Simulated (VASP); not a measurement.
Runs of VASP 6.6.1 on MgS. It takes space group Fm-3m (No. 225, cubic). Conventional cell: a = 5.209 Å, b = 5.209 Å, c = 5.209 Å, α = 90.00°, β = 90.00°, γ = 90.00°. Around Mg (site symmetry m-3m) lie 6 S at 2.60 Å. Around S (site symmetry m-3m) lie 6 Mg at 2.60 Å. The cell is a database's computed one.

```csv
task,level,potentials or basis,cell,k mesh,cutoff (eV),mesh quality,gap on the mesh (eV),pressure (GPa),relaxed volume (Å³/atom)
relaxation of cell and atoms,PBEsol,"VASP PAW PBE potentials, release 64 (Mg, S)",relaxed,8 × 8 × 8,300,not flagged,(b),0.0,17.32
relaxation of cell and atoms,LDA,"VASP PAW LDA potentials, release 64 (Mg, S)",relaxed,8 × 8 × 8,600,not flagged,2.66,0.0,16.76
relaxation of cell and atoms,PBEsol,"VASP PAW PBE potentials, release 64 (Mg, S)",relaxed,8 × 8 × 8,600,not flagged,2.73,0.0,17.36
single point,PBEsol,"VASP PAW PBE potentials, release 64 (Mg, S)",as given,8 × 8 × 8,520,not flagged,2.70,(c),-
relaxation of cell and atoms,RPBE,"VASP PAW PBE potentials, release 64 (Mg, S)",relaxed,8 × 8 × 8,600,not flagged,2.83,0.0,18.31
relaxation of cell and atoms,PBE,"VASP PAW PBE potentials, release 64 (Mg, S)",relaxed,8 × 8 × 8,600,not flagged,2.75,0.0,(a)
relaxation of cell and atoms,PBEsol,"VASP PAW PBE potentials, release 64 (Mg, S)",relaxed,4 × 4 × 4,600,coarse,2.70,0.0,17.45
relaxation of cell and atoms,PBEsol,"VASP PAW PBE potentials, release 64 (Mg, S)",relaxed,8 × 8 × 8,580,not flagged,2.73,0.0,17.36
```

Alike in all rows: no spin polarisation; smearing gaussian 0.02 eV.

Fill in the values left out.

(a) 17.81; (b) 2.74; (c) -1.4.

Caveats: some runs use coarse meshes; the PAW data sets were made with another functional, which shifts forces and pressure a little (some runs); the cutoff is under 1.25 times the usual one of these potentials, so pressure, stress and relaxed cells hold a basis-set (Pulay) error (some runs).

A k mesh can miss the band edges.

Not every run made on this cell is shown here.
